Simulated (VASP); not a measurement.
These are PBE GGA, VASP's PBE PAW potentials (set 64) (plane waves; VASP) values and carry that method's errors.

VASP input:

### KPOINTS
```
Regular mesh
0
gamma
 13 13 13
```

POSCAR:
```
Pb
1
    0.0000000000     2.5385307914     2.5385307914
    2.5385307914     0.0000000000     2.5385307914
    2.5385307914     2.5385307914     0.0000000000
Pb
1
Direct
  0.0000000000   0.0000000000   0.0000000000
```

**INCAR**
```
# general
SYSTEM  = Pb
PREC    = Accurate
ENCUT   = 520   # plane-wave cut-off (eV)
LREAL   = F
LASPH   = T

# electronic loop
EDIFF   = 1E-7   # SCF stop (eV)
NELM    = 100
ALGO    = Normal   # blocked Davidson
LMAXMIX = 4

# smearing
ISMEAR  = 1   # Methfessel-Paxton
SIGMA   = 0.1

# functional
GGA     = PE   # PBE

# ions
ISIF    = 2

# output
LWAVE   = F
LCHARG  = F
```

POTCAR, in this order: Pb_d (PBE.64 set). Program: vasp_std.

The resulting files:

### OSZICAR
```
       N       E                     dE             d eps       ncg     rms          rms(c)
DAV:   1     0.103442074561E+03    0.10344E+03   -0.73007E+03  1865   0.144E+03
DAV:   2     0.124650672398E+01   -0.10220E+03   -0.10045E+03  1884   0.326E+02
DAV:   3    -0.344643041044E+01   -0.46929E+01   -0.46672E+01  2222   0.805E+01
DAV:   4    -0.356399564736E+01   -0.11757E+00   -0.11754E+00  2224   0.142E+01
DAV:   5    -0.356867020082E+01   -0.46746E-02   -0.46744E-02  2377   0.243E+00    0.464E-01
DAV:   6    -0.356117335411E+01    0.74968E-02   -0.13706E-02  2277   0.216E+00    0.240E-01
DAV:   7    -0.355966475718E+01    0.15086E-02   -0.60914E-03  2214   0.136E+00    0.899E-02
DAV:   8    -0.355968860989E+01   -0.23853E-04   -0.40139E-04  2129   0.380E-01    0.105E-02
DAV:   9    -0.355968683103E+01    0.17789E-05   -0.10641E-05  2425   0.606E-02    0.486E-03
DAV:  10    -0.355968647250E+01    0.35854E-06   -0.12637E-06  2028   0.119E-02    0.383E-04
DAV:  11    -0.355968652053E+01   -0.48039E-07   -0.44566E-08  1191   0.388E-03
   1 F= -.35596865E+01 E0= -.35592652E+01  d E =-.126393E-02
```

### OUTCAR
```
------------------------ aborting loop because EDIFF is reached ----------------------------------------
  FORCE on cell =-STRESS in cart. coord.  units (eV):
  Direction    XX          YY          ZZ          XY          YZ          ZX
  --------------------------------------------------------------------------------------
  Total       -0.1737682     -0.1737682     -0.1737682     -0.0000000      0.0000000      0.0000000
  in kB       -8.5094924     -8.5094924     -8.5094924     -0.0000000      0.0000000      0.0000000
  external PRESSURE =      -8.5094924 kB  Pullay stress =       0.0000000 kB
  volume of cell :       32.72
      direct lattice vectors                 reciprocal lattice vectors
     0.000000000  2.538530791  2.538530791    -0.196964323  0.196964323  0.196964323
     2.538530791  0.000000000  2.538530791     0.196964323 -0.196964323  0.196964323
     2.538530791  2.538530791  0.000000000     0.196964323  0.196964323 -0.196964323
 POSITION                                       TOTAL-FORCE (eV/Angst)
 -----------------------------------------------------------------------------------
      0.00000      0.00000      0.00000        -0.000000     -0.000000     -0.000000
 -----------------------------------------------------------------------------------
    total drift:                               -0.000000     -0.000000     -0.000000
  FREE ENERGIE OF THE ION-ELECTRON SYSTEM (eV)
  ---------------------------------------------------
  free  energy   TOTEN  =        -3.5596865205 eV

  energy  without entropy=       -3.5584225877  energy(sigma->0) =       -3.55926521
```
(Selected blocks of OUTCAR.)

OUTCAR:
```
 val. band max:        6.4716639818   @ k =   0.3846   0.2308   0.0769

 cond. band min:       6.5099178821   @ k =  -0.2308   0.3077   0.0769


 Fermi energy:         6.4871366258

 k-point     1 :       0.0000    0.0000    0.0000
  band No.  band energies     occupation
      1     -10.5653      2.00000
      2     -10.5653      2.00000
      3     -10.5653      2.00000
      4     -10.4550      2.00000
      5     -10.4550      2.00000
      6      -4.8019      2.00000
      7      13.2911      0.00000
      8      13.2911      0.00000
      9      13.2911      0.00000
     10      16.1652      0.00000
     11      16.8438      0.00000

 k-point     2 :       0.0769    0.0000    0.0000
  band No.  band energies     occupation
      1     -10.5651      2.00000
      2     -10.5585      2.00000
      3     -10.5585      2.00000
      4     -10.4554      2.00000
      5     -10.4554      2.00000
      6      -4.6969      2.00000
      7      12.0361      0.00000
      8      13.1613      0.00000
      9      13.1613      0.00000
     10      15.8327      0.00000
     11      17.5138      0.00000

 k-point     3 :       0.1538    0.0000    0.0000
  band No.  band energies     occupation
      1     -10.5654      2.00000
      2     -10.5439      2.00000
      3     -10.5439      2.00000
      4     -10.4519      2.00000
      5     -10.4519      2.00000
      6      -4.3827      2.00000
      7       9.8397      0.00000
      8      12.8382      0.00000
      9      12.8382      0.00000
     10      15.4210      0.00000
     11      18.6132      0.00000

 k-point     4 :       0.2308    0.0000    0.0000
  band No.  band energies     occupation
      1     -10.5673      2.00000
      2     -10.5366      2.00000
      3     -10.5366      2.00000
      4     -10.4333      2.00000
      5     -10.4333      2.00000
      6      -3.8656      2.00000
      7       7.6266     -0.00000
      8      12.4445      0.00000
      9      12.4445      0.00000
...
```

Unless said otherwise, spin-orbit coupling is left out, though it shifts the bands of the heavy elements here.

The compound is Pb in the fcc structure. This cell is one point of a volume scan, at 1.03 of the reference volume.
